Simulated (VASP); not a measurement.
Data:

```
ZnCl2
1.0
   -2.86302     2.86302     5.05717
    2.86302    -2.86302     5.05717
    2.86302     2.86302    -5.05717
Zn Cl
2 4
Direct
  0.75000   0.25000   0.50000
  0.00000   0.00000   0.00000
  0.10763   0.12500   0.48263
  0.87500   0.35763   0.98263
  0.64237   0.62500   0.51737
  0.37500   0.89237   0.01737
```

The numbers are results of PBEsol GGA, VASP's PBE PAW potentials (set 64) (plane waves; VASP), not measurements. Settings: 300 eV cut-off, 5×5×5 Γ-centred mesh, Gaussian smearing of 0.010 eV, potentials Zn Cl.

Give the energies of bands 16 to 29 at the high-symmetry points, in eV from the valence-band maximum.

```
band      Γ      X      P      N      M      S      R
----  -----  -----  -----  -----  -----  -----  -----
16    -2.52  -3.66  -3.61  -3.00  -3.26  -3.13  -3.51
17    -2.15  -2.02  -2.21  -2.24  -1.66  -1.96  -1.96
18    -2.15  -2.02  -2.21  -1.75  -1.66  -1.65  -1.96
19    -1.68  -1.34  -0.96  -1.33  -1.12  -1.43  -1.34
20    -1.59  -1.34  -0.96  -1.32  -1.12  -1.39  -1.34
21    -1.05  -0.75  -0.91  -1.13  -0.94  -1.02  -0.87
22    -0.91  -0.75  -0.91  -0.99  -0.94  -0.91  -0.87
23    -0.91  -0.44  -0.38  -0.56  -0.86  -0.75  -0.47
24    -0.10  -0.44  -0.38  -0.47  -0.86  -0.51  -0.47
25    -0.10  -0.26  -0.38  -0.36  -0.42  -0.39  -0.30
26     0.00  -0.26  -0.38  -0.27  -0.42  -0.24  -0.30
27     3.78   5.18   5.19   5.08   5.44   5.28   5.30
28     6.08   5.18   5.19   5.91   5.44   5.73   5.30
29     6.45   7.89   7.80   7.14   6.34   6.74   7.57
```

The gap is direct, 3.78 eV, from the valence maximum at Γ to the conduction minimum at Γ.

The structure comes from a computed database's ZnCl2 entry (I-42d); how it stands against other phases isn't given here. The cell was not relaxed at this level.
